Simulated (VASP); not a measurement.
Here is the system:

```
Cd
1.0
    1.39437    -2.41512     0.00000
    1.39437     2.41512     0.00000
    0.00000     0.00000     4.74212
Cd
2
Cartesian
  1.39437   0.80504   1.18553
  1.39437  -0.80504   3.55659
```

These are LDA (Ceperley-Alder, Perdew-Zunger), VASP's LDA PAW potentials (set 64) (plane waves; VASP) values and carry that method's errors. Numerical set-up: 500 eV cut-off, 15×15×8 Γ-centred mesh, first-order Methfessel-Paxton smearing of 0.10 eV, potentials Cd.

Q: The ions, cell shape and volume at an external pressure of 30.0 GPa are relaxed. Give the cell that the relaxation ends in.

A: 
```
Cd
1.0
    1.41262    -2.44673     0.00000
    1.41262     2.44673     0.00000
    0.00000     0.00000     4.60185
Cd
2
Cartesian
  1.41262   0.81558   1.15046
  1.41262  -0.81558   3.45138
```
Space group P6_3/mmc (194), at a tolerance of 0.03 Å.

Q: How do energy and volume change from the first to the last step?

A: The energy (σ→0) changes by +6.2 meV/atom and the volume by -0.4 %, in 9 ionic steps.

The compound is Cd in the hcp structure. This run relaxes it under an external pressure of 30 GPa. Symmetry was kept, so distortions that lower it aren't found.
